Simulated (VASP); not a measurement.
Data:

```xyz
4
Lattice="5.8724 -2.0593 0.0903 5.8724 2.0593 0.0903 -1.6644 0.0000 4.2387" Properties=species:S:1:pos:R:3 pbc="T T T"
In    -0.2746     0.0000     4.1380
In    10.3551     0.0000     0.2814
Se     3.4518     0.0000     1.5999
Se     6.6287     0.0000     2.8194
```

Calculation: PBEsol GGA, VASP's PBE PAW potentials (set 64) (plane waves; VASP 6.6.1). Numerical set-up: 400 eV cut-off, 7×7×6 Γ-centred mesh, tetrahedra with Blöchl corrections, potentials In_d Se.

The cores are frozen, which limits the accuracy of field gradients. Without a dispersion term in the relaxation, distances and binding between the weakly bound layers, chains or molecules are unreliable, and so is what depends on them.

### Question
Give the principal components of the electric field gradient (V/Å²) and the asymmetry η at each nucleus.

### Answer

```json
[
 {"atom": "In1", "Vxx": "84.3", "Vyy": "50.2", "Vzz": "-134.5", "η": "0.25"},
 {"atom": "In2", "Vxx": "84.3", "Vyy": "50.2", "Vzz": "-134.5", "η": "0.25"},
 {"atom": "Se3", "Vxx": "45.2", "Vyy": "13.0", "Vzz": "-58.1", "η": "0.55"},
 {"atom": "Se4", "Vxx": "45.2", "Vyy": "13.0", "Vzz": "-58.1", "η": "0.55"}
]
```

The structure comes from a computed database's InSe entry (C2/m); how it stands against other phases isn't given here. It was relaxed first, which changed the volume by -10 %.
